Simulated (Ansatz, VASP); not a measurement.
# KNaICl in VASP and in Ansatz

Contents of INCAR:

```
SYSTEM = KNaICl
PREC = Accurate
ENCUT = 520
EDIFF = 1E-7
ISMEAR = 0
SIGMA = 0.05
LREAL = .FALSE.
LASPH = .TRUE.
NELM = 100
ALGO = Normal
ISIF = 2
LWAVE = .FALSE.
LCHARG = .TRUE.
GGA = CA
LELF = .TRUE.
LVHAR = .TRUE.
NBANDS = 23
```

File KPOINTS:

```
Automatic mesh
0
G
  6 6 4
  0 0 0
```

The input POSCAR:

```
KNaICl
1.0
    4.0826072308      0.0000000000      0.0000000000
    0.0000000000      4.3997281057      0.0000000000
    0.0000000000      0.0000000000      6.7379525890
K Na I Cl
1 1 1 1
Direct
    0.5000000000      0.5000000000      0.5000000000
    0.0000000000      0.0000000000      0.0000000000
    0.5000000000      0.5000000000      0.0000000000
    0.0000000000      0.0000000000      0.5000000000
```

Input for Ansatz:

```yaml
crystal:
  lattice:
    - [4.0826072308, 0.0, 0.0]
    - [0.0, 4.3997281057, 0.0]
    - [0.0, 0.0, 6.737952589]
  atoms:
    - { symbol: K, position: [0.5, 0.5, 0.5] }
    - { symbol: Na, position: [0.0, 0.0, 0.0] }
    - { symbol: I, position: [0.5, 0.5, 0.0] }
    - { symbol: Cl, position: [0.0, 0.0, 0.5] }
basis:
  ecutwfc: 520.0
kpoints:
  mp_grid: { grid: [6, 6, 4] }
hamiltonian:
  xc: lda
  pseudopotentials: { kind: paw }
scf:
  occupations: { method: gaussian, width: 0.05 }
output:
  forces: true
  stress: true
  eigenvalues: true
```

Change from the starting cell: strain +e along x and -e along y -0.0367, strain +e along z and -e/2 along x and y +0.0367.

Alike in both runs: task single point; functional LDA; k mesh 6 × 6 × 4; occupations gaussian, width 0.05 eV; no spin polarisation.

|  | VASP | Ansatz |
| --- | --- | --- |
| version | VASP 6.6.1 | Ansatz 0.2.0 |
| potentials or method | VASP PAW LDA potentials, release 64 (K_sv, Na_pv, I, Cl) | scalar-relativistic, plane waves, PAW |
| plane-wave cutoff (eV) | 520 | 520 |
| valence electrons in the cell | 30 | 42 |

VASP gave:

* gap on the k mesh at the Fermi level (eV): 3.73
* least direct gap on the mesh (eV): 3.78
* pressure (GPa): 0.4
* largest component of the traceless stress (GPa): 1.52

Q: What did Ansatz give for the same quantities?

A: gap on the k mesh at the Fermi level (eV): 3.72; least direct gap on the mesh (eV): 3.77; pressure (GPa): 0.4; largest component of the traceless stress (GPa): 1.48.

The two sets of potentials don't hold the same shells in valence.

Caveats: spin-orbit coupling is left out, which moves the levels of the heavy elements. A k mesh can miss the band edges.
